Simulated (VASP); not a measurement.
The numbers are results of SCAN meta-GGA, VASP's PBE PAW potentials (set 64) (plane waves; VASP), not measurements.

VASP ran on this input.

File POSCAR:
```
LiCl
1
    0.0000000000     2.4910559572     2.4910559572
    2.4910559572     0.0000000000     2.4910559572
    2.4910559572     2.4910559572     0.0000000000
Li Cl
1 1
Direct
  0.0000000000   0.0000000000   0.0000000000
  0.5000000000   0.5000000000   0.5000000000
```

KPOINTS:
```
kpoints
0
Gamma
 9 9 9
```

INCAR:
```
! general
SYSTEM  = LiCl
PREC    = Accurate
ENCUT   = 520
LREAL   = F
LASPH   = T

! electronic loop
EDIFF   = 1E-7
NELM    = 100
ALGO    = Normal
LMIXTAU = T

! smearing
ISMEAR  = 0
SIGMA   = 0.05

! functional
METAGGA = SCAN

! ions
ISIF    = 2

! output
LWAVE   = F
LCHARG  = F
```

POTCAR, in this order: Li_sv Cl (PBE.64 set). Program: vasp_std.

Output

OSZICAR:
```
       N       E                     dE             d eps       ncg     rms          rms(c)
DAV:   1     0.367677130429E+02    0.36768E+02   -0.43804E+03   630   0.105E+03
DAV:   2    -0.146654722236E+02   -0.51433E+02   -0.49949E+02   892   0.173E+02
DAV:   3    -0.164236815339E+02   -0.17582E+01   -0.17552E+01   777   0.380E+01
DAV:   4    -0.164547021581E+02   -0.31021E-01   -0.30969E-01   978   0.508E+00
DAV:   5    -0.164548744991E+02   -0.17234E-03   -0.17233E-03   811   0.376E-01    0.265E+00
DAV:   6    -0.139020781428E+02    0.25528E+01   -0.38890E-01   927   0.614E+00    0.219E+00
DAV:   7    -0.146061216382E+02   -0.70404E+00   -0.14037E-01   734   0.508E+00    0.325E-01
DAV:   8    -0.145396709768E+02    0.66451E-01   -0.21315E-01   665   0.508E+00    0.940E-01
DAV:   9    -0.144385494208E+02    0.10112E+00   -0.77235E-03   763   0.121E+00    0.891E-01
DAV:  10    -0.144336561049E+02    0.48933E-02   -0.58345E-02   630   0.339E+00    0.367E-01
DAV:  11    -0.144488391738E+02   -0.15183E-01   -0.66402E-03   742   0.116E+00    0.331E-01
DAV:  12    -0.144490121922E+02   -0.17302E-03   -0.53625E-04   702   0.340E-01    0.328E-01
DAV:  13    -0.144488961036E+02    0.11609E-03   -0.71190E-03   692   0.105E+00    0.116E-01
DAV:  14    -0.144483415532E+02    0.55455E-03   -0.41437E-04   680   0.274E-01    0.125E-01
DAV:  15    -0.144483079771E+02    0.33576E-04   -0.75639E-05   650   0.146E-01    0.403E-02
DAV:  16    -0.144495238768E+02   -0.12159E-02   -0.44961E-04   646   0.344E-01    0.719E-02
DAV:  17    -0.144496560935E+02   -0.13222E-03   -0.35021E-05   735   0.985E-02    0.295E-02
DAV:  18    -0.144497120413E+02   -0.55948E-04   -0.24377E-05   646   0.816E-02    0.115E-02
DAV:  19    -0.144497385722E+02   -0.26531E-04   -0.17560E-06   757   0.228E-02    0.871E-03
DAV:  20    -0.144497975476E+02   -0.58975E-04   -0.92648E-06   646   0.492E-02    0.412E-03
DAV:  21    -0.144498020205E+02   -0.44729E-05   -0.80026E-07   682   0.135E-02    0.363E-03
DAV:  22    -0.144497999973E+02    0.20232E-05   -0.11155E-07   665   0.509E-03    0.261E-03
DAV:  23    -0.144497957373E+02    0.42600E-05   -0.68331E-08   667   0.403E-03    0.459E-04
DAV:  24    -0.144497946760E+02    0.10613E-05   -0.28153E-08   643   0.252E-03    0.150E-04
DAV:  25    -0.144497945145E+02    0.16146E-06   -0.40106E-09   351   0.104E-03    0.124E-04
DAV:  26    -0.144497946982E+02   -0.18371E-06   -0.12874E-09   351   0.452E-04    0.115E-04
DAV:  27    -0.144497947362E+02   -0.37939E-07   -0.13117E-09   351   0.480E-04
   1 F= -.14449795E+02 E0= -.14449795E+02  d E =-.690681E-18
```

**OUTCAR**
```
------------------------ aborting loop because EDIFF is reached ----------------------------------------
  FORCE on cell =-STRESS in cart. coord.  units (eV):
  Direction    XX          YY          ZZ          XY          YZ          ZX
  --------------------------------------------------------------------------------------
  Total        0.4433980      0.4433980      0.4433980     -0.0000000      0.0000000     -0.0000000
  in kB       22.9786162     22.9786162     22.9786162     -0.0000000      0.0000000     -0.0000000
  external PRESSURE =      22.9786162 kB  Pullay stress =       0.0000000 kB
  volume of cell :       30.92
      direct lattice vectors                 reciprocal lattice vectors
     0.000000000  2.491055957  2.491055957    -0.200718092  0.200718092  0.200718092
     2.491055957  0.000000000  2.491055957     0.200718092 -0.200718092  0.200718092
     2.491055957  2.491055957  0.000000000     0.200718092  0.200718092 -0.200718092
  FREE ENERGIE OF THE ION-ELECTRON SYSTEM (eV)
  ---------------------------------------------------
  free  energy   TOTEN  =       -14.4497947362 eV

  energy  without entropy=      -14.4497947362  energy(sigma->0) =      -14.44979474
```
(Selected blocks of OUTCAR.)

The compound is LiCl in the rock salt structure. This cell is one point of a volume scan, at 0.94 of the reference volume.
